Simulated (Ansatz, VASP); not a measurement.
# ZrPt3 (ZrPt3 (P6_3/mmc)): VASP beside Ansatz, part 2 of 2

Wanted: the spread between two codes on one cell, functional and k mesh. The cell is taken from a series of runs on this material, whose earlier steps may have relaxed, scaled, displaced or heated it; both programs get it as it stands.

VASP 6.6.1 and Ansatz 0.2.0.

So far: The structure; Ansatz: relaxation of cell and atoms, r2SCAN.

### Step 3. VASP: relaxation of cell and atoms, r2SCAN

Level of this step: r2SCAN; plane waves and PAW (Zr_sv, Pt) (VASP).

The same cell, functional, mesh and smearing now go to VASP, with its own data sets.

Lines of VASP's logs that name or quote its potential files are left out, and so is its time.

Input file INCAR:

```
SYSTEM = ZrPt3
PREC = Accurate
ENCUT = 550
EDIFF = 1E-07
NELM = 120
ISMEAR = -1
SIGMA = 0.05
LREAL = .FALSE.
ALGO = Normal
METAGGA = R2SCAN
LASPH = .TRUE.
NBANDS = 104
LORBIT = 11
LWAVE = .FALSE.
LCHARG = .FALSE.
ISIF = 3
IBRION = 2
NSW = 80
EDIFFG = -0.005
GGA_COMPAT = .FALSE.
NELMIN = 4
LMIXTAU = .TRUE.
KPAR = 4
```

Input file POSCAR:

```
ZrPt3
1.0
    5.6932300000      0.0000000000      0.0000000000
   -2.8466150000      4.9304820000      0.0000000000
    0.0000000000      0.0000000000      9.2999590000
Zr Pt
4 12
Direct
    0.0000000000      0.0000000000      0.4999999462
    0.0000000000      0.0000000000      0.0000000000
    0.3333333333      0.6666666667      0.2500000269
    0.6666666667      0.3333333333      0.7499999731
    0.5000000878      0.5000000000      0.4999999462
    0.5000000000      0.0000000000      0.4999999462
    0.9999999122      0.5000000000      0.4999999462
    0.5000000878      0.5000000000      0.0000000000
    0.5000000000      0.0000000000      0.0000000000
    0.9999999122      0.5000000000      0.0000000000
    0.8298589266      0.6597178531      0.2500000269
    0.3402823038      0.1701411748      0.2500000269
    0.8298590467      0.1701411748      0.2500000269
    0.1701410734      0.3402821469      0.7499999731
    0.6597176962      0.8298588252      0.7499999731
    0.1701411290      0.8298588252      0.7499999731
```

Input file KPOINTS:

```
Automatic mesh
0
Gamma
8 8 4
0 0 0
```

PAW data sets: Zr_sv and Pt (PBE family, release 64).

Started as:

```bash
$ mpirun -np 4 vasp_std
```

Numbers of over 12 decimals in the logs are rounded to 6 here.

The log of the run:

```text
[banner, memory and clock lines left out]
running    4 mpi-ranks, on    1 nodes
 distrk:  each k-point on    1 cores,    4 groups
 distr:  one band on    1 cores,    1 groups

 POSCAR found type information on POSCAR ZrPt
 POSCAR found :  2 types and      16 ions
|                                                                             |
|               ----> ADVICE to this user running VASP <----                  |
|                                                                             |
|     You enforced a specific xc type in the INCAR file but a different       |
|     [... a line on the potential file left out ...]
|     I HOPE YOU KNOW WHAT YOU ARE DOING!                                     |
|                                                                             |

 LDA part: xc-table for (None), standard interpolation
 POSCAR, INCAR and KPOINTS ok, starting setup
 FFT: planning ... GRIDC
 FFT: planning ... GRID_SOFT
 FFT: planning ... GRID
 WAVECAR not read
 entering main loop
       N       E                     dE             d eps       ncg     rms          rms(c)
DAV:   1     0.826736738315E+03    0.82674E+03   -0.92636E+04  6240   0.173E+03
DAV:   2    -0.686309415672E+03   -0.15130E+04   -0.14468E+04  6704   0.430E+02
DAV:   3    -0.785862262887E+03   -0.99553E+02   -0.96749E+02  9176   0.906E+01
DAV:   4    -0.793968349258E+03   -0.81061E+01   -0.80570E+01  9576   0.209E+01
DAV:   5    -0.794332826959E+03   -0.36448E+00   -0.36435E+00  8392   0.403E+00    0.500E+01
DAV:   6    -0.754543262710E+03    0.39790E+02   -0.46322E+01  7736   0.233E+01    0.189E+01
DAV:   7    -0.726474819460E+03    0.28068E+02   -0.87590E+00  8712   0.109E+01    0.763E+00
DAV:   8    -0.724555750286E+03    0.19191E+01   -0.36448E+00  7048   0.708E+00    0.506E+00
DAV:   9    -0.723898862054E+03    0.65689E+00   -0.72250E+00  7112   0.976E+00    0.560E+00
DAV:  10    -0.726753049815E+03   -0.28542E+01   -0.58517E+00  6936   0.793E+00    0.106E+00
DAV:  11    -0.727004126539E+03   -0.25108E+00   -0.40557E-01  6928   0.221E+00    0.538E-01
DAV:  12    -0.727035598979E+03   -0.31472E-01   -0.59538E-02  7032   0.821E-01    0.512E-01
DAV:  13    -0.727031850227E+03    0.37488E-02   -0.40590E-03  7368   0.232E-01    0.366E-01
DAV:  14    -0.727051108205E+03   -0.19258E-01   -0.91766E-03  6464   0.342E-01    0.162E-01
DAV:  15    -0.727054912359E+03   -0.38042E-02   -0.52349E-03  6984   0.249E-01    0.554E-02
DAV:  16    -0.727055451075E+03   -0.53872E-03   -0.28192E-04  7648   0.551E-02    0.593E-02
DAV:  17    -0.727055272396E+03    0.17868E-03   -0.29937E-04  7344   0.593E-02    0.466E-02
DAV:  18    -0.727055712266E+03   -0.43987E-03   -0.28181E-04  7232   0.571E-02    0.219E-02
DAV:  19    -0.727055720556E+03   -0.82901E-05   -0.17895E-05  7632   0.150E-02    0.167E-02
DAV:  20    -0.727055728118E+03   -0.75620E-05   -0.40090E-06  7392   0.714E-03    0.755E-03
DAV:  21    -0.727055726882E+03    0.12361E-05   -0.11329E-05  7600   0.111E-02    0.524E-03
DAV:  22    -0.727055730147E+03   -0.32648E-05   -0.20131E-06  6936   0.467E-03    0.247E-03
DAV:  23    -0.727055731061E+03   -0.91457E-06   -0.73647E-07  6680   0.306E-03    0.105E-03
DAV:  24    -0.727055730981E+03    0.80858E-07   -0.77156E-08  3440   0.103E-03
   1 F= -.72705573E+03 E0= -.72704817E+03  d E =-.727056E+03
[...]
2 F= -.72705540E+03 E0= -.72704785E+03  d E =0.327570E-03
[...]
3 F= -.72705584E+03 E0= -.72704828E+03  d E =-.112172E-03
[...]
4 F= -.72705584E+03 E0= -.72704828E+03  d E =-.112339E-03
 curvature:  -0.16 expect dE=-0.830E-05 dE for cont linesearch -0.419E-08
 trial: gam= 0.08778 g(F)=  0.152E-05 g(S)=  0.500E-04 ort =-0.406E-05 (trialstep = 0.864E+00)
 search vector abs. value=  0.557E-04
 bond charge predicted
       N       E                     dE             d eps       ncg     rms          rms(c)
DAV:   1    -0.727055971127E+03   -0.12777E-03   -0.82950E-03  6256   0.319E-01    0.604E-02
DAV:   2    -0.727055865442E+03    0.10569E-03   -0.21299E-04  7472   0.483E-02    0.306E-02
DAV:   3    -0.727055864279E+03    0.11628E-05   -0.49283E-05  7200   0.267E-02    0.131E-02
DAV:   4    -0.727055859536E+03    0.47433E-05   -0.12898E-05  7536   0.137E-02    0.677E-03
DAV:   5    -0.727055859255E+03    0.28061E-06   -0.20083E-06  7376   0.622E-03    0.372E-03
DAV:   6    -0.727055859180E+03    0.75248E-07   -0.46059E-07  6160   0.333E-03
   5 F= -.72705586E+03 E0= -.72704827E+03  d E =-.158602E-04
 trial-energy change:   -0.000016  1 .order   -0.000019   -0.000044    0.000006
 step:   0.7117(harm=  0.7597)  dis= 0.00008  next Energy=  -727.055860 (dE=-0.164E-04)
 reached required accuracy - stopping structural energy minimisation
```

OUTCAR, selected parts (step 3):

```text
ion  position               nearest neighbor table
   1  0.000  0.000  0.500-   5 2.85   7 2.85   6 2.85   6 2.85   7 2.85   5 2.85  13 2.87  11 2.87
                            12 2.87  14 2.87  16 2.87  15 2.87
   2  0.000  0.000  0.000-   8 2.85  10 2.85   9 2.85   9 2.85  10 2.85   8 2.85  13 2.87  14 2.87
                            11 2.87  12 2.87  15 2.87  16 2.87
   3  0.333  0.667  0.250-  13 2.85  12 2.85  11 2.85  11 2.85  12 2.85  13 2.85   6 2.85   7 2.85
                             5 2.85   9 2.85  10 2.85   8 2.85
   4  0.667  0.333  0.750-  16 2.85  15 2.85  14 2.85  14 2.85  15 2.85  16 2.85  10 2.85   7 2.85
                             8 2.85   5 2.85   9 2.85   6 2.85
   5  0.500  0.500  0.500-  12 2.84  11 2.84  15 2.84  14 2.84   7 2.85   1 2.85   6 2.85   6 2.85
                             1 2.85   7 2.85   3 2.85   4 2.85
   6  0.500  0.000  0.500-  12 2.84  13 2.84  15 2.84  16 2.84   5 2.85   7 2.85   1 2.85   1 2.85
                             5 2.85   7 2.85   3 2.85   4 2.85
   7  1.000  0.500  0.500-  13 2.84  11 2.84  16 2.84  14 2.84   5 2.85   1 2.85   6 2.85   1 2.85
                             6 2.85   5 2.85   3 2.85   4 2.85
   8  0.500  0.500  0.000-  12 2.84  11 2.84  15 2.84  14 2.84  10 2.85   2 2.85   9 2.85   9 2.85
                             2 2.85  10 2.85   4 2.85   3 2.85
   9  0.500  0.000  0.000-  12 2.84  15 2.84  16 2.84  13 2.84   8 2.85  10 2.85   2 2.85   2 2.85
                             8 2.85  10 2.85   4 2.85   3 2.85
  10  1.000  0.500  0.000-  13 2.84  11 2.84  16 2.84  14 2.84   8 2.85   2 2.85   9 2.85   2 2.85
                             9 2.85   8 2.85   4 2.85   3 2.85
  11  0.830  0.660  0.250-  12 2.79  13 2.79   7 2.84   5 2.84  10 2.84   8 2.84   3 2.85   3 2.85
                             1 2.87   2 2.87  13 2.91  12 2.91
  12  0.340  0.170  0.250-  11 2.79  13 2.79   5 2.84   6 2.84   8 2.84   9 2.84   3 2.85   3 2.85
                             1 2.87   2 2.87  13 2.91  11 2.91
  13  0.830  0.170  0.250-  12 2.79  11 2.79   7 2.84   6 2.84  10 2.84   9 2.84   3 2.85   3 2.85
                             1 2.87   2 2.87  12 2.91  11 2.91
  14  0.170  0.340  0.750-  16 2.79  15 2.79  10 2.84   7 2.84   8 2.84   5 2.84   4 2.85   4 2.85
                             2 2.87   1 2.87  15 2.91  16 2.91
  15  0.660  0.830  0.750-  16 2.79  14 2.79   8 2.84   5 2.84   9 2.84   6 2.84   4 2.85   4 2.85
                             2 2.87   1 2.87  14 2.91  16 2.91
  16  0.170  0.830  0.750-  15 2.79  14 2.79  10 2.84   7 2.84   9 2.84   6 2.84   4 2.85   4 2.85
                             2 2.87   1 2.87  14 2.91  15 2.91

  LATTYP: Found a hexagonal cell.
 ALAT       =     5.6932300000
 C/A-ratio  =     1.6335119080

 Subroutine GETGRP returns: Found 24 space group operations
 (whereof 12 operations were pure point group operations)

The static configuration has the point symmetry D_3d.
 The point group associated with its full space group is D_6h.

 Found     30 irreducible k-points:

   k-points           NKPTS =     30   k-points in BZ     NKDIM =     30   number of bands    NBANDS=    104

   dimension x,y,z NGX =    48 NGY =   48 NGZ =   72
   dimension x,y,z NGXF=    96 NGYF=   96 NGZF=  144

   ENCUT  =  550.0 eV  40.42 Ry    6.36 a.u.  10.89 10.89 17.78*2*pi/ulx,y,z

   NELECT =     168.0000    total number of electrons

 k-points in reciprocal lattice and weights: Automatic mesh
   0.00000000  0.00000000  0.00000000       0.004
   0.12500000 -0.00000000  0.00000000       0.023
   0.25000000 -0.00000000  0.00000000       0.023
   0.37500000  0.00000000  0.00000000       0.023
   0.50000000 -0.00000000  0.00000000       0.012
   0.12500000  0.12500000  0.00000000       0.023
   0.25000000  0.12500000  0.00000000       0.047
   0.37500000  0.12500000  0.00000000       0.047
   0.25000000  0.25000000  0.00000000       0.023
[...]
0.25000000  0.25000000  0.50000000       0.023
   0.37500000  0.25000000  0.50000000       0.023

 average (electrostatic) potential at core
       1 -78.4474       2 -78.4474       3 -78.6552       4 -78.6552       5 -68.3386
       6 -68.3386       7 -68.3386       8 -68.3385       9 -68.3385      10 -68.3385
      11 -68.3387      12 -68.3387      13 -68.3387      14 -68.3387      15 -68.3387
      16 -68.3387

 E-fermi :  11.2761

 k-point     1 :       0.0000    0.0000    0.0000
  band No.  band energies     occupation
    ...
     78      10.9349      1.99783
     79      10.9349      1.99783
     80      11.0176      1.98869
     81      11.0693      1.96853
     82      11.1435      1.86835
     83      11.7457      0.00017
     84      11.7457      0.00017
     85      11.8638      0.00002
     86      12.0444      0.00000
     87      12.0444      0.00000
    ...

 k-point     2 :       0.1250   -0.0000    0.0000
  band No.  band energies     occupation
    ...
     79      10.7733      1.99991
     80      10.8020      1.99985
     81      10.8707      1.99940
     82      10.9752      1.99514
     83      11.3080      0.69109
     84      11.7409      0.00018
     85      11.8207      0.00004
     86      12.0682      0.00000
     87      12.2378      0.00000
     88      12.3122      0.00000
    ...

 k-point     3 :       0.2500   -0.0000    0.0000
  band No.  band energies     occupation
    ...
     80      10.3731      2.00000
     81      10.5583      2.00000
     82      10.8216      1.99977
     83      10.9121      1.99862
     84      11.1802      1.74399
     85      11.6325      0.00160
     86      12.2981      0.00000
     87      12.4123      0.00000
     88      12.5178      0.00000
     89      12.5814      0.00000
    ...

  Total        0.0030802      0.0030802     -0.0190931      0.0000000      0.0000000      0.0000000
  in kB        0.0189154      0.0189154     -0.1172518      0.0000000      0.0000000      0.0000000
  external PRESSURE =      -0.0264736 kB  Pullay stress =       0.0000000 kB

  energy-cutoff  :      550.00
  volume of cell :      260.90
      direct lattice vectors                 reciprocal lattice vectors
     5.690850538 -0.000000000 -0.000000000     0.175720658  0.101452365 -0.000000000
    -2.845425269  4.928421325 -0.000000000     0.000000000  0.202904730 -0.000000000
     0.000000000  0.000000000  9.302145136     0.000000000  0.000000000  0.107502085

 POSITION                                       TOTAL-FORCE (eV/Angst)
 -----------------------------------------------------------------------------------
      2.84543      4.92842      4.65107         0.000000     -0.000000      0.000000
      2.84543      4.92842     -0.00000         0.000000      0.000000      0.000000
     -0.00000      3.28561      2.32554         0.000000     -0.000000     -0.000000
      2.84543      1.64281      6.97661         0.000000      0.000000     -0.000000
      1.42271      2.46421      4.65107         0.000000     -0.000000      0.000000
      0.00000      4.92842      4.65107         0.000000     -0.000000      0.000000
      4.26814      2.46421      4.65107         0.000000     -0.000000      0.000000
      1.42271      2.46421     -0.00000         0.000000      0.000000      0.000000
      0.00000      4.92842     -0.00000         0.000000      0.000000      0.000000
      4.26814      2.46421     -0.00000         0.000000      0.000000      0.000000
      2.84543      3.25149      2.32554         0.000000      0.000913      0.000000
      1.45227      0.83847      2.32554        -0.000791     -0.000457     -0.000000
      4.23859      0.83847      2.32554         0.000791     -0.000457      0.000000
     -0.00000      1.67693      6.97661         0.000000     -0.000913      0.000000
      1.39316      4.08995      6.97661         0.000791      0.000457     -0.000000
     -1.39316      4.08995      6.97661        -0.000791      0.000457     -0.000000
 -----------------------------------------------------------------------------------
    total drift:                               -0.000226      0.000028      0.001152

  FREE ENERGIE OF THE ION-ELECTRON SYSTEM (eV)
  ---------------------------------------------------
  free  energy   TOTEN  =      -727.0558591799 eV

  energy  without entropy=     -727.0406827350  energy(sigma->0) =     -727.04827096

 reached required accuracy - stopping structural energy minimisation

 total charge
# of ion       s       p       d       tot
------------------------------------------
    1        2.194   6.015   1.449   9.658
    2        2.194   6.015   1.449   9.658
    3        2.205   6.012   1.449   9.666
    4        2.205   6.012   1.449   9.666
    5        0.692   0.586   8.111   9.389
    6        0.692   0.586   8.111   9.389
    7        0.692   0.586   8.111   9.389
    8        0.692   0.586   8.111   9.389
    9        0.692   0.586   8.111   9.389
   10        0.692   0.586   8.111   9.389
   11        0.687   0.606   8.087   9.379
   12        0.687   0.606   8.087   9.379
   13        0.687   0.606   8.087   9.379
   14        0.687   0.606   8.087   9.379
   15        0.687   0.606   8.087   9.379
   16        0.687   0.606   8.087   9.379
--------------------------------------------------
tot         17.069  31.206 102.979 151.254

[... 3 further parts left out ...]
```

### Step 4. Side by side

Known differences besides the potentials themselves: VASP keeps PBE cores, Ansatz makes them for the functional; the data sets hold 264 valence electrons in Ansatz (on its PAW soft_1 files) and 168 in VASP; the cutoff is 500 eV in Ansatz and 550 eV in VASP; Ansatz adds a Pulay correction to the stress that steers its cell, VASP none. Total energies have different zeros and are not compared.

The two programs side by side:

| quantity | Ansatz | VASP | difference |
| --- | --- | --- | --- |
| volume (Å³) | 260.47 | 260.90 | -0.16 % |
| edge a after relaxation, in the typed setting (Å) | 5.688 | 5.691 | -0.05 % |
| edge c after relaxation, in the typed setting (Å) | 9.297 | 9.302 | -0.06 % |

### Step 5. What came out

- difference in volume (relaxation of cell and atoms, r2SCAN): -0.16 %

What this shows: The difference in volume is -0.16 % (relaxation of cell and atoms, r2SCAN), within the 1.2 % picked in this series as the mark of a large difference, as far as the stopping tolerances let one tell. The data sets hold unlike numbers of valence electrons (264 in Ansatz and 168 in VASP), so part of the differences comes from the potentials. How closely two codes agree says nothing of how well the functional describes the real material.

[Lines on the potential files, build, host, timing and source positions are cut from VASP's logs without a mark.]

[Logs are printed without paths, hosts, clocks, repeated set-up lines and the standing remarks that a program may print on its own settings, such as how far it seeks lower states.]

[Hosts, paths, dates, database ids (printed as entryN), source tags and the programs' standing remarks are cut or masked in the printed files.]
